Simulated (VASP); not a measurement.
Output of a VASP run:

File OSZICAR:
```
       N       E                     dE             d eps       ncg     rms          rms(c)
DAV:   1    -0.613132661800E+03   -0.61313E+03   -0.11051E+01   716   0.781E+00    0.156E+01
DAV:   2    -0.613259625778E+03   -0.12696E+00   -0.32416E-01   778   0.124E+00    0.112E+01
DAV:   3    -0.613242999608E+03    0.16626E-01   -0.23596E-02   824   0.349E-01    0.663E+00
DAV:   4    -0.613236517990E+03    0.64816E-02   -0.60163E-03   813   0.171E-01    0.382E+00
DAV:   5    -0.613234388444E+03    0.21295E-02   -0.14367E-03   794   0.828E-02    0.218E+00
DAV:   6    -0.613233682605E+03    0.70584E-03   -0.39792E-04   794   0.425E-02    0.125E+00
DAV:   7    -0.613233454061E+03    0.22854E-03   -0.13183E-04   786   0.244E-02    0.717E-01
DAV:   8    -0.613233385363E+03    0.68699E-04   -0.56353E-05   674   0.157E-02    0.412E-01
DAV:   9    -0.613233367157E+03    0.18205E-04   -0.26278E-05   437   0.974E-03    0.236E-01
DAV:  10    -0.613233364124E+03    0.30331E-05   -0.14992E-05   453   0.631E-03
   1 F= -.61323336E+03 E0= -.61323336E+03  d E =-.435647E-09  mag=     3.0000
```

**OUTCAR**
```
------------------------ aborting loop because EDIFF is reached ----------------------------------------
  volume of cell :      755.65
      direct lattice vectors                 reciprocal lattice vectors
     4.640980826 -8.038414841  0.000000000     0.107735847 -0.062201318  0.000000000
     4.640980826  8.038414841  0.000000000     0.107735847  0.062201318  0.000000000
     0.000000000  0.000000000 10.127683410     0.000000000  0.000000000  0.098739263
  FREE ENERGIE OF THE ION-ELECTRON SYSTEM (eV)
  ---------------------------------------------------
  free  energy   TOTEN  =      -613.2333641241 eV

  energy  without entropy=     -613.2333641236  energy(sigma->0) =     -613.23336412

  exchange ACFDT corr.  =         0.00000000  see jH, gK, PRB 81, 115126

 total charge

# of ion       s       p       d       tot
------------------------------------------
    1        0.704   0.975   0.000   1.679
    2        0.709   0.943   0.000   1.652
    3        0.707   0.973   0.000   1.680
    4        0.707   0.972   0.000   1.679
    5        0.704   0.979   0.000   1.683
    6        0.708   0.972   0.000   1.680
    7        0.706   0.975   0.000   1.681
    8        0.706   0.974   0.000   1.680
    9        0.704   0.977   0.000   1.681
   10        0.705   0.978   0.000   1.682
   11        0.706   0.972   0.000   1.679
   12        0.706   0.974   0.000   1.681
   13        0.704   0.977   0.000   1.681
   14        0.705   0.978   0.000   1.683
   15        0.706   0.973   0.000   1.679
   16        0.706   0.975   0.000   1.681
   17        0.706   0.979   0.000   1.685
   18        0.722   0.874   0.000   1.596
   19        0.729   0.944   0.000   1.674
   20        0.708   0.978   0.000   1.686
   21        0.705   0.978   0.000   1.682
   22        0.706   0.978   0.000   1.684
   23        0.707   0.975   0.000   1.682
   24        0.706   0.974   0.000   1.680
   25        0.704   0.979   0.000   1.683
   26        0.708   0.972   0.000   1.681
   27        0.707   0.973   0.000   1.680
   28        0.708   0.978   0.000   1.685
   29        0.705   0.976   0.000   1.682
   30        0.733   0.940   0.000   1.673
   31        0.706   0.973   0.000   1.679
   32        0.706   0.975   0.000   1.681
   33        0.706   0.978   0.000   1.684
   34        0.722   0.874   0.000   1.596
   35        0.707   0.973   0.000   1.680
   36        0.707   0.971   0.000   1.679
   37        0.827   1.712   0.000   2.539
   38        0.828   1.718   0.000   2.546
   39        0.833   1.650   0.000   2.482
   40        0.831   1.712   0.000   2.543
   41        0.827   1.721   0.000   2.548
   42        0.828   1.718   0.000   2.546
   43        0.833   1.708   0.000   2.540
   44        0.830   1.708   0.000   2.538
   45        0.828   1.715   0.000   2.543
   46        0.828   1.714   0.000   2.542
   47        0.828   1.715   0.000   2.543
   48        0.829   1.710   0.000   2.539
   49        0.828   1.716   0.000   2.544
   50        0.828   1.714   0.000   2.542
   51        0.832   1.701   0.000   2.534
   52        0.830   1.713   0.000   2.543
...
```
(Selected blocks of OUTCAR.)

POSCAR:
```
C35Si36
1
    4.6409808260    -8.0384148411     0.0000000000
    4.6409808260     8.0384148411     0.0000000000
    0.0000000000     0.0000000000    10.1276834096
Si C
36 35
Direct
  0.9996994621   0.9997976485   0.9998942340
  0.9992824669   0.9995556953   0.5000046590
  0.2232934291   0.1122468206   0.7506334071
  0.1112108795   0.2209550067   0.2508774218
  0.9995002933   0.3322024528   0.0000669416
  0.9996110541   0.3313119231   0.5001308477
  0.2215612465   0.4442646664   0.7510032682
  0.1103710805   0.5542133195   0.2509525063
  0.9996388723   0.6663143770   0.0002425743
  0.9970269932   0.6645387794   0.5004988285
  0.2212653438   0.7778680290   0.7505098923
  0.1109337398   0.8878499179   0.2510561634
  0.3330415984   0.9998393113   0.0002583189
  0.3341805033   0.0017200539   0.5004940225
  0.5557782980   0.1107182382   0.7507124424
  0.4452581788   0.2218362459   0.2503151176
  0.3328205102   0.3331047146   0.0009722953
  0.3445698998   0.3491378362   0.4979658747
  0.5550070075   0.4442748893   0.7564655561
  0.4437836506   0.5548575953   0.2498601293
  0.3326787661   0.6667632791   0.0001988726
  0.3306524468   0.6679754893   0.5011882439
  0.5546913859   0.7775291138   0.7510618390
  0.4445414981   0.8884293902   0.2510067436
  0.6670725650   0.9997906512   0.0001271744
  0.6673717929   0.9991582904   0.5001894163
  0.8887986405   0.1102654540   0.7509057844
  0.7785308886   0.2201717098   0.2493520867
  0.6665885591   0.3327099987   0.0006889343
  0.6680590385   0.3306613797   0.4962419000
  0.8882773275   0.4432375857   0.7506680235
  0.7769752526   0.5534396702   0.2503034716
  0.6663105307   0.6665622443   0.0010859234
  0.6494279742   0.6540532470   0.4981555825
  0.8868955402   0.7759401610   0.7506663146
  0.7778893809   0.8875108150   0.2510352615
  0.0002515785   0.9988597820   0.8124472176
  0.0000842014   0.9988695592   0.3134578768
  0.2295448597   0.1192622148   0.5622419396
  0.1107474098   0.2213837268   0.0623150721
  0.9998615201   0.3324134479   0.8132630913
  0.0003277000   0.3320693066   0.3129886418
  0.2212526646   0.4467351446   0.5632524088
  0.1104982702   0.5546338321   0.0623356747
  0.9992123311   0.6655422086   0.8133102580
  0.9989519042   0.6655152515   0.3133563650
  0.2194151797   0.7795080588   0.5619015198
  0.1109128065   0.8883624744   0.0623181552
  0.3334979644   0.9997852143   0.8133379924
  0.3333911631   0.9999414850   0.3133837146
  0.5558938228   0.1091568678   0.5623204551
  0.4441613894   0.2218530176   0.0617898681
  0.3321536840   0.3328812190   0.8144940499
  0.3344710248   0.3336012236   0.3112936624
  0.4437261345   0.5554870480   0.0616405992
  0.3325455260   0.6663747017   0.8134576081
  0.3325495094   0.6663263181   0.3137007370
  0.5520127281   0.7774842421   0.5633151903
  0.4445057086   0.8888058632   0.0624098371
  0.6665851589   0.9991651062   0.8132602212
  0.6667739735   0.9985143749   0.3130800606
  0.8889221357   0.1097667905   0.5622691377
  0.7779149927   0.2212171410   0.0610777468
  0.6667918012   0.3322416113   0.8138301077
  0.6679429709   0.3308385953   0.3090924393
  0.8896805036   0.4428943085   0.5622847480
  0.7774140850   0.5549393959   0.0618286236
  0.6662158926   0.6670590837   0.8145929236
  0.6651662158   0.6641491370   0.3114004420
  0.8797569299   0.7694342535   0.5622974975
  0.7779791636   0.8885329943   0.0624320437
```

Task: Write an INCAR and KPOINTS that could have produced this output.

Result: This is not unique; one that fits is the input of the run itself, HSE06 screened hybrid, plane waves, VASP's PBE PAW potentials (set 64).

File KPOINTS:
```
Regular mesh
0
G
 1 1 1
```

**INCAR**
```
PREC = Normal
ISMEAR = 0   ! Gaussian
LCHARG = .FALSE.
LASPH = .TRUE.
NELECT = 283.0
EDIFF = 1E-5
GGA = PE
LHFCALC = .TRUE.
ISYM = 0
NELMIN = 4
SYSTEM = C35Si36
HFSCREEN = 0.2   ! 1/Angstrom
AEXX = 0.25
ISIF = 0
ISPIN = 2
NELM = 50   ! most electronic steps
PRECFOCK = Fast
LREAL = Auto   ! projection in real space or not
MAGMOM = 71*0.0423
NUPDOWN = 3
SIGMA = 0.05   ! width (eV)
ENCUT = 400   ! plane-wave cut-off (eV)
ALGO = Normal   ! blocked Davidson
LORBIT = 10
LWAVE = .FALSE.
```

POTCAR, in this order: Si C (PBE.64 set). Program: vasp_gam. Read from the step before: WAVECAR.

The cell is charged, with a uniform compensating background. The supercell is sampled at Γ alone, which is coarse: total energies, pressure and levels can be off, energies of defects by several tenths of an eV.

The cell is a supercell with a defect, built from SiC (4h): vac_C, charge +1. The cell's shape comes from a PBE relaxation.
